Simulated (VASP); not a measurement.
Calculation: PBE GGA, VASP's PBE PAW potentials (set 64) (plane waves; VASP).

The input files of a VASP run:

### KPOINTS_OPT
```
k-points along high-symmetry lines
20
Line-mode
Reciprocal
  0.000000   0.000000   0.000000 ! GAMMA
  0.000000   0.500000   0.000000 ! X

  0.000000   0.000000   0.000000 ! GAMMA
  0.500000   0.000000   0.000000 ! Z

  0.500000   0.500000   0.000000 ! U
  0.000000   0.000000   0.000000 ! GAMMA
```

File KPOINTS:
```
kpoints
0
G
7 7 1
```

**INCAR**
```
# general
SYSTEM  = PbO
PREC    = Accurate
ENCUT   = 400   # plane-wave cut-off (eV)
LREAL   = .FALSE.   # projection in real space or not
LASPH   = .TRUE.

# electronic loop
EDIFF   = 1E-6   # SCF stop (eV)
NELM    = 100
ALGO    = Normal
LMAXMIX = 4

# smearing
ISMEAR  = 0   # Gaussian
SIGMA   = 0.2   # width (eV)

# functional
GGA     = PE

# ions
ISIF    = 2   # forces and stress, cell fixed

# output
LWAVE   = .FALSE.
LCHARG  = .FALSE.
```

**POSCAR**
```
PbO
1
    3.9645000000     0.0000000000     0.0000000000
    0.0000000000     3.9645000000     0.0000000000
    0.0000000000     0.0000000000    16.3659340000
Pb O
2 2
Direct
  0.4999020000  -0.0002940000   0.5741330000
 -0.0031290000   0.5009000000   0.4277990000
 -0.0017740000   0.0070650000   0.4977930000
  0.5050000000   0.4923290000   0.5002750000
```

POTCAR, in this order: Pb_d O (PBE.64 set). Program: vasp_std.

Problem. What will the output report for the number of irreducible k-points (NKPTS), largest plane-wave count, number of space-group operations, FFT grid (NGX, NGY, NGZ)?

Solution. 
```yaml
number of irreducible k-points (NKPTS): 25
largest_plane_wave_count: 4717
number_of_space_group_operations: 1
FFT grid (NGX, NGY, NGZ): 28 × 28 × 108
```

The cell is a sheet with vacuum, built from a generated structure.
